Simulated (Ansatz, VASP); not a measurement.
# AlZnPSe in two plane-wave programs, part 2 of 3

One calculation is typed for both programs; each brings its own data sets. How far apart do they land? The cell is generated by rule, not measured, and may not be a known phase. The cell is taken from a series of runs on this material, whose earlier steps may have relaxed, scaled, displaced or heated it; both programs get it as it stands.

VASP 6.6.1 and Ansatz 0.2.0.

So far: The starting structure; Ansatz: relaxation of cell and atoms, PBEsol, pair 1.

### 3. VASP: relaxation of cell and atoms, PBEsol, pair 1

Level of this step: PBEsol; plane waves and PAW (Al, P, Se, Zn); invented cell (VASP).

The same cell, functional, mesh and smearing now go to VASP, with its own data sets.

Lines of VASP's logs that name or quote its potential files are left out, and so is its time.

Input file INCAR:

```
SYSTEM = AlZnPSe
PREC = Accurate
ENCUT = 500
EDIFF = 1E-07
NELM = 120
ISMEAR = 0
SIGMA = 0.02
LREAL = .FALSE.
ALGO = Normal
GGA = PS
NBANDS = 34
LORBIT = 11
LWAVE = .FALSE.
LCHARG = .FALSE.
ISIF = 3
IBRION = 2
NSW = 80
EDIFFG = -0.005
LASPH = .TRUE.
GGA_COMPAT = .FALSE.
NELMIN = 4
EFERMI = MIDGAP
KPAR = 2
```

Input file POSCAR:

```
AlZnPSe
1.0
    2.7646890000      2.7646890000      0.0000000000
   -2.7894170000      2.7894170000      0.0000000000
    0.0000000000      0.0000000000     11.0979390000
Al P Se Zn
2 2 2 2
Direct
    0.0000000000      0.0000000000      0.0150346835
    0.5000000000      0.5000000000      0.2564289640
    0.4999998191      0.0000000000      0.1301878664
    0.0000000000      0.5000001792      0.3726729801
    0.4999998191      0.0000000000      0.6218992553
    0.0000000000      0.5000001792      0.8807339813
    0.0000000000      0.0000000000      0.4815762638
    0.5000000000      0.5000000000      0.7414658704
```

Input file KPOINTS:

```
Automatic mesh
0
Gamma
6 6 2
0 0 0
```

Potentials, in the order of the species: Al, P, Se and Zn (PBE family, release 64).

On the command line:

```
$ mpirun -np 2 vasp_std
```

Numbers of over 12 decimals in the logs are rounded to 6 here.

The log of the run:

```text
[banner, memory and clock lines left out]
running    2 mpi-ranks, on    1 nodes
 distrk:  each k-point on    1 cores,    2 groups
 distr:  one band on    1 cores,    1 groups

 POSCAR found type information on POSCAR AlP SeZn
 POSCAR found :  4 types and       8 ions
|                                                                             |
|               ----> ADVICE to this user running VASP <----                  |
|                                                                             |
|     You enforced a specific xc type in the INCAR file but a different       |
|     [... a line on the potential file left out ...]
|     I HOPE YOU KNOW WHAT YOU ARE DOING!                                     |
|                                                                             |

 LDA part: xc-table for (Slater+PW92), standard interpolation
 POSCAR, INCAR and KPOINTS ok, starting setup
 FFT: planning ... GRIDC
 FFT: planning ... GRID_SOFT
 FFT: planning ... GRID
 WAVECAR not read
 entering main loop
       N       E                     dE             d eps       ncg     rms          rms(c)
DAV:   1     0.316093576163E+03    0.31609E+03   -0.21388E+04  2176   0.145E+03
DAV:   2     0.368013924629E+00   -0.31573E+03   -0.30325E+03  2282   0.322E+02
DAV:   3    -0.357567477335E+02   -0.36125E+02   -0.35623E+02  2580   0.110E+02
DAV:   4    -0.369305149663E+02   -0.11738E+01   -0.11694E+01  2668   0.199E+01
DAV:   5    -0.369508357482E+02   -0.20321E-01   -0.20305E-01  2766   0.272E+00    0.934E+00
DAV:   6    -0.353063202431E+02    0.16445E+01   -0.33400E+00  3144   0.453E+01    0.674E+00
DAV:   7    -0.351934701632E+02    0.11285E+00   -0.32595E+00  2598   0.108E+01    0.285E+00
DAV:   8    -0.351887215083E+02    0.47487E-02   -0.36425E-01  2754   0.563E+00    0.135E+00
DAV:   9    -0.351830643396E+02    0.56572E-02   -0.57014E-02  2932   0.452E+00    0.281E-01
DAV:  10    -0.351815888664E+02    0.14755E-02   -0.11469E-02  2830   0.154E+00    0.166E-01
DAV:  11    -0.351817265145E+02   -0.13765E-03   -0.22311E-03  3270   0.492E-01    0.114E-01
DAV:  12    -0.351818038564E+02   -0.77342E-04   -0.10763E-03  2892   0.464E-01    0.503E-02
DAV:  13    -0.351817783473E+02    0.25509E-04   -0.29174E-04  2878   0.250E-01    0.134E-02
DAV:  14    -0.351817796506E+02   -0.13033E-05   -0.37857E-05  2528   0.600E-02    0.111E-02
DAV:  15    -0.351817806684E+02   -0.10178E-05   -0.55693E-06  2620   0.143E-02    0.486E-03
DAV:  16    -0.351817805744E+02    0.93962E-07   -0.11677E-06  2896   0.166E-02    0.163E-03
DAV:  17    -0.351817807202E+02   -0.14579E-06   -0.47380E-07  2590   0.438E-03    0.119E-03
DAV:  18    -0.351817807173E+02    0.29358E-08   -0.57727E-08  1290   0.281E-03
   1 F= -.35181781E+02 E0= -.35181781E+02  d E =-.351818E+02
[...]
2 F= -.35182180E+02 E0= -.35182180E+02  d E =-.399041E-03
[...]
3 F= -.35182200E+02 E0= -.35182200E+02  d E =-.419612E-03
[...]
4 F= -.35182299E+02 E0= -.35182299E+02  d E =-.991274E-04
[...]
5 F= -.35182360E+02 E0= -.35182360E+02  d E =-.159493E-03
[...]
6 F= -.35182394E+02 E0= -.35182394E+02  d E =-.340016E-04
[...]
7 F= -.35182398E+02 E0= -.35182398E+02  d E =-.377703E-04
 curvature:  -1.24 expect dE=-0.151E-04 dE for cont linesearch -0.591E-11
 trial: gam= 0.30914 g(F)=  0.111E-04 g(S)=  0.112E-05 ort = 0.163E-07 (trialstep = 0.137E+01)
 search vector abs. value=  0.175E-04
 bond charge predicted
       N       E                     dE             d eps       ncg     rms          rms(c)
DAV:   1    -0.351824040673E+02   -0.64426E-05   -0.12654E-03  2184   0.174E-01    0.171E-02
DAV:   2    -0.351824078628E+02   -0.37955E-05   -0.66764E-05  2646   0.449E-02    0.750E-03
DAV:   3    -0.351824068457E+02    0.10171E-05   -0.12036E-06  2624   0.790E-03    0.484E-03
DAV:   4    -0.351824064455E+02    0.40024E-06   -0.11657E-06  2592   0.681E-03    0.124E-03
DAV:   5    -0.351824064534E+02   -0.78899E-08   -0.32052E-07  2008   0.345E-03
   8 F= -.35182406E+02 E0= -.35182406E+02  d E =-.885996E-05
 trial-energy change:   -0.000009  1 .order   -0.000009   -0.000017   -0.000001
 step:   1.4384(harm=  1.4384)  dis= 0.00068  next Energy=   -35.182406 (dE=-0.877E-05)
 reached required accuracy - stopping structural energy minimisation
```

Parts of OUTCAR (step 3):

```text
ion  position               nearest neighbor table
   1  0.000  0.000  0.015-   3 2.34   3 2.34   6 2.47   6 2.47
   2  0.500  0.500  0.256-   4 2.34   4 2.34   3 2.42   3 2.42
   3  0.500  0.000  0.130-   1 2.34   1 2.34   2 2.42   2 2.42
   4  0.000  0.500  0.373-   7 2.31   7 2.31   2 2.34   2 2.34
   5  0.500  0.000  0.622-   8 2.38   8 2.38   7 2.50   7 2.50
   6  0.000  0.500  0.881-   1 2.47   1 2.47   8 2.49   8 2.49
   7  0.000  0.000  0.482-   4 2.31   4 2.31   5 2.50   5 2.50
   8  0.500  0.500  0.741-   5 2.38   5 2.38   6 2.49   6 2.49

  LATTYP: Found a simple orthorhombic cell.
 ALAT       =     3.9098606795
 B/A-ratio  =     1.0089442248
 C/A-ratio  =     2.8384487095

 Subroutine GETGRP returns: Found  4 space group operations
 (whereof  4 operations were pure point group operations)

The static configuration has the point symmetry C_2v.

 Found     32 irreducible k-points:

   k-points           NKPTS =     32   k-points in BZ     NKDIM =     32   number of bands    NBANDS=     34

   dimension x,y,z NGX =    30 NGY =   30 NGZ =   84
   dimension x,y,z NGXF=    60 NGYF=   60 NGZF=  168

   ENCUT  =  500.0 eV  36.75 Ry    6.06 a.u.   7.13  7.19 20.23*2*pi/ulx,y,z

   NELECT =      52.0000    total number of electrons

 k-points in reciprocal lattice and weights: Automatic mesh
   0.00000000  0.00000000  0.00000000       0.014
   0.16666667  0.00000000  0.00000000       0.028
   0.33333333  0.00000000  0.00000000       0.028
   0.50000000  0.00000000  0.00000000       0.014
   0.00000000  0.16666667  0.00000000       0.028
   0.16666667  0.16666667  0.00000000       0.056
   0.33333333  0.16666667  0.00000000       0.056
   0.50000000  0.16666667  0.00000000       0.028
   0.00000000  0.33333333  0.00000000       0.028
[...]
0.33333333  0.50000000  0.50000000       0.028
   0.50000000  0.50000000  0.50000000       0.014

 average (electrostatic) potential at core
       1 -77.1193       2 -76.1385       3 -84.2542       4 -83.5868       5 -54.2766
       6 -55.0528       7 -34.9464       8 -35.6655

 E-fermi :   4.0849

 k-point     1 :       0.0000    0.0000    0.0000
  band No.  band energies     occupation
    ...
     22       1.7533      2.00000
     23       1.8347      2.00000
     24       3.0719      2.00000
     25       3.1064      2.00000
     26       3.4781      2.00000
     27       4.6916      0.00000
     28       4.9786      0.00000
     29       5.4243      0.00000
     30       6.3044      0.00000
     31       6.5151      0.00000
    ...

 k-point     2 :       0.1667    0.0000    0.0000
  band No.  band energies     occupation
    ...
     22       1.7060      2.00000
     23       1.8497      2.00000
     24       1.9073      2.00000
     25       2.7922      2.00000
     26       3.4674      2.00000
     27       5.0808      0.00000
     28       5.7772      0.00000
     29       6.4501      0.00000
     30       6.7565      0.00000
     31       7.0523      0.00000
    ...

 k-point     3 :       0.3333    0.0000    0.0000
  band No.  band energies     occupation
    ...
     22       1.9341      2.00000
     23       1.9737      2.00000
     24       2.0512      2.00000
     25       2.4121      2.00000
     26       3.4137      2.00000
     27       5.3015      0.00000
     28       5.9822      0.00000
     29       6.2655      0.00000
     30       7.2060      0.00000
     31       7.8041      0.00000
    ...

  Total       -0.0006497     -0.0006497     -0.0005744     -0.0103731      0.0000000      0.0000000
  in kB       -0.0060646     -0.0060646     -0.0053609     -0.0968199      0.0000000      0.0000000
  external PRESSURE =      -0.0058300 kB  Pullay stress =       0.0000000 kB

  energy-cutoff  :      500.00
  volume of cell :      171.65
      direct lattice vectors                 reciprocal lattice vectors
     2.770244706  2.770244706  0.000000000     0.180489470  0.180489470  0.000000000
    -2.788764266  2.788764266  0.000000000    -0.179290880  0.179290880  0.000000000
     0.000000000  0.000000000 11.109492599     0.000000000  0.000000000  0.090013112

 POSITION                                       TOTAL-FORCE (eV/Angst)
 -----------------------------------------------------------------------------------
     -0.00000      0.00000      0.17086         0.000000     -0.000000      0.000573
     -0.00926      2.77950      2.84933        -0.000000     -0.000000      0.002560
      1.38512      1.38512      1.44690        -0.000000      0.000000     -0.002240
     -1.39438      1.39438      4.13504         0.000000      0.000000     -0.002722
      1.38512      1.38512      6.90547        -0.000000      0.000000      0.002544
     -1.39438      1.39438      9.78828        -0.000000     -0.000000      0.003388
     -0.00000      0.00000      5.34550         0.000000      0.000000     -0.002175
     -0.00926      2.77950      8.24184        -0.000000     -0.000000     -0.001927
 -----------------------------------------------------------------------------------
    total drift:                                0.000570      0.000027      0.001801

  FREE ENERGIE OF THE ION-ELECTRON SYSTEM (eV)
  ---------------------------------------------------
  free  energy   TOTEN  =       -35.1824064534 eV

  energy  without entropy=      -35.1824064534  energy(sigma->0) =      -35.18240645

 reached required accuracy - stopping structural energy minimisation

 total charge
# of ion       s       p       d       tot
------------------------------------------
    1        0.398   0.357   0.000   0.756
    2        0.396   0.374   0.000   0.771
    3        1.011   1.569   0.000   2.580
    4        1.008   1.557   0.000   2.564
    5        1.440   2.419   0.034   3.892
    6        1.440   2.439   0.030   3.908
    7        0.575   0.502   9.767  10.844
    8        0.551   0.466   9.785  10.802
--------------------------------------------------
tot          6.819   9.682  19.615  36.117

[... 3 further parts left out ...]
```

CONTCAR:

```
AlZnPSe
   1.00000000000000
     2.7702447060241977    2.7702447060241977    0.0000000000000000
    -2.7887642655671203    2.7887642655671203    0.0000000000000000
     0.0000000000000000    0.0000000000000000   11.1094925993902081
  Al              P               Se              Zn
     2     2     2     2
Direct
     0.0000000000000000    0.0000000000000000    0.0153792626780508
     0.5000000000000000    0.5000000000000000    0.2564774501348190
     0.4999998190999975    0.0000000000000000    0.1302402323504320
     0.0000000000000000    0.5000001792000006    0.3722075088877527
     0.4999998190999975    0.0000000000000000    0.6215828814250981
     0.0000000000000000    0.5000001792000006    0.8810738100809291
     0.0000000000000000    0.0000000000000000    0.4811650046468520
     0.5000000000000000    0.5000000000000000    0.7418737145960617
```

The run keeps the 4 symmetry operations of its start, so it cannot find a distortion of lower symmetry.

### 4. Comparison

Known differences besides the potentials themselves: the data sets hold 72 valence electrons in Ansatz (on its default PAW (the set named soft_2) files) and 52 in VASP; the cutoff is 420 eV in Ansatz and 500 eV in VASP; Ansatz makes its cores anew for this functional, VASP keeps those of its PBE data sets; Ansatz adds a Pulay correction to the stress that steers its cell, VASP none. Total energies have different zeros and are not compared.

Both answers:

```tsv
quantity	Ansatz	VASP	difference
volume (Å³)	171.29	171.65	-0.21 %
edge a after relaxation, in the typed setting (Å)	3.915	3.918	-0.07 %
edge b after relaxation, in the typed setting (Å)	3.942	3.944	-0.06 %
edge c after relaxation, in the typed setting (Å)	11.101	11.110	-0.08 %
```

### 5. VASP: relaxation of cell and atoms, PBEsol, pair 2

The relaxed volume is the usual yardstick between codes: in a stiff, nearly cubic crystal its relative difference is about their pressure difference at one cell divided by the bulk modulus.

INCAR, as its differences from that of step 3:

```diff
@@ -6,3 +6,3 @@
 ISMEAR = 0
-SIGMA = 0.02
+SIGMA = 0.1
 LREAL = .FALSE.
```

Input file POSCAR:

```
AlZnPSe
1.0
    2.7825000000      2.7825000000      0.0000000000
   -2.7825000000      2.7825000000      0.0000000000
    0.0000000000      0.0000000000     11.1300000000
Al P Se Zn
2 2 2 2
Direct
    0.0000000000      0.0000000000      0.0000000000
    0.5000000000      0.5000000000      0.2500000000
    0.5000000000      0.0000000000      0.1250000000
    0.0000000000      0.5000000000      0.3750000000
    0.5000000000      0.0000000000      0.6250000000
    0.0000000000      0.5000000000      0.8750000000
    0.0000000000      0.0000000000      0.5000000000
    0.5000000000      0.5000000000      0.7500000000
```

KPOINTS is that of step 3.

On the command line:

```
$ mpirun -np 2 vasp_std
```

The log of the run:

```text
[banner, memory and clock lines left out]
running    2 mpi-ranks, on    1 nodes
[...]
[... a notice as in an earlier step ...]

 LDA part: xc-table for (Slater+PW92), standard interpolation
 POSCAR, INCAR and KPOINTS ok, starting setup
[...]
entering main loop
       N       E                     dE             d eps       ncg     rms          rms(c)
DAV:   1     0.318547804931E+03    0.31855E+03   -0.21291E+04  2176   0.145E+03
DAV:   2    -0.834831544671E-01   -0.31863E+03   -0.30513E+03  2332   0.323E+02
DAV:   3    -0.356242714695E+02   -0.35541E+02   -0.35008E+02  2570   0.109E+02
DAV:   4    -0.367340037005E+02   -0.11097E+01   -0.11061E+01  2642   0.196E+01
[...]
DAV:  13    -0.348587774081E+02   -0.24837E-05   -0.31541E-05  2682   0.353E-02    0.203E-02
DAV:  14    -0.348587791658E+02   -0.17577E-05   -0.62031E-06  2548   0.152E-02    0.650E-03
DAV:  15    -0.348587791363E+02    0.29467E-07   -0.69543E-07  2654   0.652E-03
   1 F= -.34858779E+02 E0= -.34858722E+02  d E =-.348588E+02
[... from here on, the cycles between the ionic steps are left out ...]
   2 F= -.35076529E+02 E0= -.35076529E+02  d E =-.217750E+00
   3 F= -.35085008E+02 E0= -.35085008E+02  d E =-.226228E+00
   5 F= -.35141080E+02 E0= -.35141080E+02  d E =-.560729E-01
   6 F= -.35171637E+02 E0= -.35171637E+02  d E =-.305566E-01
   7 F= -.35179244E+02 E0= -.35179244E+02  d E =-.381638E-01
   8 F= -.35181670E+02 E0= -.35181670E+02  d E =-.242583E-02
   9 F= -.35182034E+02 E0= -.35182034E+02  d E =-.279018E-02
  10 F= -.35182397E+02 E0= -.35182397E+02  d E =-.362831E-03
  11 F= -.35182408E+02 E0= -.35182408E+02  d E =-.373160E-03
  12 F= -.35182498E+02 E0= -.35182498E+02  d E =-.908189E-04
  13 F= -.35182500E+02 E0= -.35182500E+02  d E =-.920405E-04
  14 F= -.35182519E+02 E0= -.35182519E+02  d E =-.194814E-04
 trial-energy change:   -0.000019  1 .order   -0.000020   -0.000031   -0.000009
 step:   1.7265(harm=  1.7265)  dis= 0.00061  next Energy=   -35.182521 (dE=-0.213E-04)
 reached required accuracy - stopping structural energy minimisation
```

From OUTCAR (step 5):

```text
  Total        0.0003087      0.0003087      0.0116887     -0.0037701      0.0000000      0.0000000
  in kB        0.0028812      0.0028812      0.1090935     -0.0351875      0.0000000      0.0000000
  external PRESSURE =       0.0382853 kB  Pullay stress =       0.0000000 kB

 POSITION                                       TOTAL-FORCE (eV/Angst)
 -----------------------------------------------------------------------------------
     -2.78922      2.78922      0.17108        -0.000000     -0.000000     -0.000539
     -0.00948      2.77974      2.84861        -0.000000     -0.000000      0.000578
     -1.40409      4.17436      1.44652        -0.000000     -0.000000      0.002011
     -1.39461      1.39461      4.13394         0.000000      0.000000      0.002553
      1.38513      1.38513      6.90519        -0.000000      0.000000     -0.002129
     -1.39461      1.39461      9.78818        -0.000000     -0.000000     -0.003737
      0.00000      0.00000      5.34444        -0.000000     -0.000000     -0.001539
     -0.00948      2.77974      8.24079        -0.000000     -0.000000      0.002801
 -----------------------------------------------------------------------------------
    total drift:                               -0.000000      0.000000      0.001614

  FREE ENERGIE OF THE ION-ELECTRON SYSTEM (eV)
  ---------------------------------------------------
  free  energy   TOTEN  =       -35.1825191176 eV

  energy  without entropy=      -35.1825191176  energy(sigma->0) =      -35.18251912

[... 2 parts as in an earlier step ...]

[... 2 further parts left out ...]
[key lines of the parts left out:]
E-fermi :   4.0832
```

### 6. Ansatz: relaxation of cell and atoms, PBEsol, pair 2

The same cell, functional, mesh and smearing now go to Ansatz, which takes its cutoff from its data sets.

The cell is taken from a series of runs on this material, whose earlier steps may have relaxed, scaled, displaced or heated it; both programs get it as it stands.

Input file input.yaml:

```yaml
crystal:
  lattice:
    - [2.7825, 2.7825, 0.0]
    - [-2.7825, 2.7825, 0.0]
    - [0.0, 0.0, 11.13]
  atoms:
    - { symbol: Al, position: [0.0, 0.0, 0.0] }
    - { symbol: Al, position: [0.5, 0.5, 0.25] }
    - { symbol: P, position: [0.5, 0.0, 0.125] }
    - { symbol: P, position: [0.0, 0.5, 0.375] }
    - { symbol: Se, position: [0.5, 0.0, 0.625] }
    - { symbol: Se, position: [0.0, 0.5, 0.875] }
    - { symbol: Zn, position: [0.0, 0.0, 0.5] }
    - { symbol: Zn, position: [0.5, 0.5, 0.75] }
kpoints:
  mp_grid: { grid: [6, 6, 2] }
hamiltonian:
  xc: pbesol
scf:
  occupations: { method: gaussian, width: 0.1 }
output:
  forces: true
  stress: true
  eigenvalues: true
relax:
  adjacent_minimum: "off"
  f_tol: 0.05
  max_steps: 80
  cell: { stress_tol: 0.5 }
```

On the command line:

```
$ ansatz run input.yaml --threads 8 --pin off --max-ram 14336MiB --backend cpu --events-out ev --progress --plain --runs-dir out
```

The log of the run:

```text
[...]
Crystal: 8 atoms, lattice volume = 172.344 Å³
Basis set: ecut = 420 eV, 3413 PW (Γ), exchange–correlation on 54×54×150 points (8 copies of the dense FFT grid, shifted against one another)
Bands: 44, of which v1, the nominal top of the filled ones, is band 36 counted from 1 (35 counted from 0)
Symmetry: 4 space group operations
[...]
k-points: 32 of 72
[...]
- [-2.789417, 2.789417, 0]
    - [0, 0, 11.097939]
  atoms:
    - { symbol: Al, position: [0, 0, 0.015035] }
    - { symbol: Al, position: [0.500000, 0.500000, 0.256429] }
    - { symbol: P, position: [0.5, 0, 0.130188] }
    - { symbol: P, position: [0, 0.5, 0.372673] }
    - { symbol: Se, position: [0.5, 0, 0.621899] }
    - { symbol: Se, position: [0, 0.5, 0.880734] }
    - { symbol: Zn, position: [0, 0, 0.481576] }
    - { symbol: Zn, position: [0.500000, 0.500000, 0.741466] }
[key lines of the parts left out:]
SCF converged after 5 iterations
Free energy (F): -19944.023732 eV
Fermi energy:    7.069745 eV
P = ⅓ Tr σ = 0.0474 GPa (0.474 kbar)
```

### 7. Differences

What differs besides the data sets and the points named for the pairs above, as far as they apply: the data sets hold 72 valence electrons in Ansatz (on its default PAW (the set named soft_2) files) and 52 in VASP. Total energies have different zeros and are not compared.

The two programs side by side:

```tsv
quantity	Ansatz	VASP	difference
volume (Å³)	171.17	171.66	-0.29 %
edge a after relaxation, in the typed setting (Å)	3.910	3.918	-0.20 %
edge b after relaxation, in the typed setting (Å)	3.945	3.945	+0.01 %
edge c after relaxation, in the typed setting (Å)	11.098	11.108	-0.09 %
```

[end of part 2 of 3]

[Lines on the potential files, build, host, timing and source positions are cut from VASP's logs without a mark.]

[Logs are printed without paths, hosts, clocks, repeated set-up lines and the standing remarks that a program may print on its own settings, such as how far it seeks lower states.]

[Hosts, paths, dates, database ids (printed as entryN), source tags and the programs' standing remarks are cut or masked in the printed files.]
